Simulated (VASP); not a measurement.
All values below come from PBE GGA, VASP's PBE PAW potentials (set 64) (plane waves; VASP 6.6.1).

The input files of a VASP run:

**INCAR**
```
SYSTEM = Sb
PREC = Accurate
ENCUT = 400
EDIFF = 1E-6
NELM = 100
ALGO = Normal
LREAL = .FALSE.
LASPH = .TRUE.
ISMEAR = 1
SIGMA = 0.1
GGA = PE
LMAXMIX = 4
LWAVE = .FALSE.
LCHARG = .FALSE.
ISIF = 2
NBANDS = 6
```

KPOINTS:
```
K-points
0
Gamma
9 9 9
0 0 0
```

**POSCAR**
```
Sb
1.0
  4.0364890000  -2.1981000000   0.0000000000
  4.0364890000   2.1981000000   0.0000000000
  2.8394960000   0.0000000000   3.6141590000
Sb
2
Cart
  2.5480626790   0.0000000000   0.8439061265
  8.3644113210  -0.0000000000   2.7702528735
```

POTCAR, in this order: Sb (PBE.64 set). Program: vasp_std.

What VASP printed:

File OUTCAR:
```
 ion  position               nearest neighbor table
   1  0.233  0.233  0.233-   2 2.97   2 2.97   2 2.97   2 3.42   2 3.42   2 3.42
   2  0.767  0.767  0.767-   1 2.97   1 2.97   1 2.97   1 3.42   1 3.42   1 3.42
  LATTYP: Found a trigonal (rhomboedric) cell.
 ALAT       =     4.5961817911
 COS(alpha) =     0.5425636355
 Subroutine PRICEL returns:
 Original cell was already a primitive cell.
 Subroutine GETGRP returns: Found 12 space group operations
The static configuration has the point symmetry D_3d.
The dynamic configuration has the point symmetry D_3d.
 Subroutine INISYM returns: Found 12 space group operations
 Subroutine IBZKPT returns following result:
 Found     85 irreducible k-points:

 Following reciprocal coordinates:
            Coordinates               Weight
  0.000000  0.000000  0.000000      1.000000
  0.111111  0.000000  0.000000      6.000000
  0.222222 -0.000000  0.000000      6.000000
  0.333333  0.000000  0.000000      6.000000
  0.444444 -0.000000  0.000000      6.000000
  0.111111  0.111111  0.000000      6.000000
  0.222222  0.111111  0.000000     12.000000
  0.333333  0.111111  0.000000     12.000000
  0.444444  0.111111  0.000000     12.000000
 -0.444444  0.111111 -0.000000     12.000000
 -0.333333  0.111111 -0.000000     12.000000
 -0.222222  0.111111  0.000000     12.000000
 -0.111111  0.111111  0.000000      6.000000
  0.222222  0.222222  0.000000      6.000000
  0.333333  0.222222  0.000000     12.000000
  0.444444  0.222222  0.000000     12.000000
 -0.444444  0.222222  0.000000     12.000000
 -0.333333  0.222222 -0.000000     12.000000
 -0.222222  0.222222  0.000000      6.000000
  0.333333  0.333333  0.000000      6.000000
  0.444444  0.333333  0.000000     12.000000
 -0.444444  0.333333 -0.000000     12.000000
 -0.333333  0.333333  0.000000      6.000000
...
```

### OSZICAR
```
       N       E                     dE             d eps       ncg     rms          rms(c)
DAV:   1     0.404636062176E+02    0.40464E+02   -0.31102E+03  1020   0.105E+03
DAV:   2    -0.649085968017E+01   -0.46954E+02   -0.46006E+02  1482   0.156E+02
DAV:   3    -0.823209495428E+01   -0.17412E+01   -0.16742E+01  1230   0.382E+01
DAV:   4    -0.827825947463E+01   -0.46165E-01   -0.46366E-01  1620   0.505E+00
DAV:   5    -0.827905767937E+01   -0.79820E-03   -0.79804E-03  1380   0.395E-01    0.275E+00
DAV:   6    -0.827964413684E+01   -0.58646E-03   -0.22484E-03  1512   0.631E-01    0.166E+00
DAV:   7    -0.827989289735E+01   -0.24876E-03   -0.55978E-03  1146   0.974E-01    0.916E-02
DAV:   8    -0.828001945429E+01   -0.12656E-03   -0.19926E-04  1698   0.149E-01    0.217E-02
DAV:   9    -0.828004890371E+01   -0.29449E-04   -0.44156E-05  1200   0.738E-02    0.426E-03
DAV:  10    -0.828005012555E+01   -0.12218E-05   -0.47925E-06  1512   0.209E-02    0.199E-03
DAV:  11    -0.828005005290E+01    0.72651E-07   -0.48319E-07   810   0.765E-03
   1 F= -.82800501E+01 E0= -.82801550E+01  d E =0.314763E-03
```

### OUTCAR
```
------------------------ aborting loop because EDIFF is reached ----------------------------------------
  FORCE on cell =-STRESS in cart. coord.  units (eV):
  Direction    XX          YY          ZZ          XY          YZ          ZX
  --------------------------------------------------------------------------------------
  Total       -0.1850094     -0.2314170     -0.2263266      0.0000000      0.0000000      0.0153701
  in kB       -4.6218505     -5.7811922     -5.6540252      0.0000000      0.0000000      0.3839706
  external PRESSURE =      -5.3523560 kB  Pullay stress =       0.0000000 kB
  volume of cell :       64.13
      direct lattice vectors                 reciprocal lattice vectors
     4.036489000 -2.198100000  0.000000000     0.123870027 -0.227469178 -0.097319583
     4.036489000  2.198100000  0.000000000     0.123870027  0.227469178 -0.097319583
     2.839496000  0.000000000  3.614159000     0.000000000  0.000000000  0.276689542
 POSITION                                       TOTAL-FORCE (eV/Angst)
 -----------------------------------------------------------------------------------
      2.54806      0.00000      0.84391        -0.076702      0.000000     -0.025403
      8.36441      0.00000      2.77025         0.076702      0.000000      0.025403
 -----------------------------------------------------------------------------------
    total drift:                               -0.000000      0.000000     -0.000000
  FREE ENERGIE OF THE ION-ELECTRON SYSTEM (eV)
  ---------------------------------------------------
  free  energy   TOTEN  =        -8.2800500529 eV

  energy  without entropy=       -8.2803648163  energy(sigma->0) =       -8.28015497
```
(Selected blocks of OUTCAR.)

The compound is Sb in the a7 structure. The cell was not relaxed at this level. The run is one of a series of settings (NBANDS = 6 against the base run), some of them coarse on purpose. VASP warned that the highest band is occupied, so more bands are needed.
